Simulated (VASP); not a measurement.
Consider the following.

```yaml
crystal:
  lattice:
    - [2.46116, -5.92687, 0.00000]
    - [2.46116, 5.92687, 0.00000]
    - [0.00000, 0.00000, 4.04445]
  atoms:
    - { symbol: Ba, position: [0.14266, 0.85734, 0.25000] }
    - { symbol: Ba, position: [0.85734, 0.14266, 0.75000] }
    - { symbol: Si, position: [0.44218, 0.55782, 0.25000] }
    - { symbol: Si, position: [0.55782, 0.44218, 0.75000] }
```

These are LDA (Ceperley-Alder, Perdew-Zunger), VASP's LDA PAW potentials (set 64) (plane waves; VASP 6.6.1) values and carry that method's errors. Numerical set-up: 400 eV cut-off, Gaussian smearing of 0.050 eV, potentials Ba_sv Si.

Question: Give the energies of bands 10 to 17 at the high-symmetry points, in eV from the Fermi level.

Answer: 
```json
[
 {"band": "10", "Γ": "-4.94", "Y": "-5.04", "C0": "-4.15", "Z": "-7.23", "A0": "-7.32", "T": "-7.13", "S": "-4.14", "R": "-7.37"},
 {"band": "11", "Γ": "-1.93", "Y": "-1.90", "C0": "-2.64", "Z": "-2.20", "A0": "-2.47", "T": "-2.36", "S": "-2.74", "R": "-2.29"},
 {"band": "12", "Γ": "-1.73", "Y": "-1.84", "C0": "-2.13", "Z": "-2.20", "A0": "-2.47", "T": "-2.36", "S": "-2.13", "R": "-2.29"},
 {"band": "13", "Γ": "-1.51", "Y": "-1.30", "C0": "-1.07", "Z": "-1.69", "A0": "-0.93", "T": "-1.22", "S": "-1.27", "R": "-1.05"},
 {"band": "14", "Γ": "-0.79", "Y": "-0.31", "C0": "-0.86", "Z": "-1.69", "A0": "-0.93", "T": "-1.22", "S": "-0.72", "R": "-1.05"},
 {"band": "15", "Γ": "1.33", "Y": "-0.30", "C0": "0.77", "Z": "0.27", "A0": "1.01", "T": "0.78", "S": "0.95", "R": "0.95"},
 {"band": "16", "Γ": "1.59", "Y": "1.91", "C0": "0.97", "Z": "0.27", "A0": "1.01", "T": "0.78", "S": "1.21", "R": "0.95"},
 {"band": "17", "Γ": "2.27", "Y": "2.07", "C0": "1.88", "Z": "3.21", "A0": "2.74", "T": "1.52", "S": "1.57", "R": "3.47"}
]
```

It has no gap at this level: it comes out as a metal or semimetal.

The structure comes from a computed database's BaSi entry (Cmcm); how it stands against other phases isn't given here. It was relaxed first, which changed the volume by -8 %.
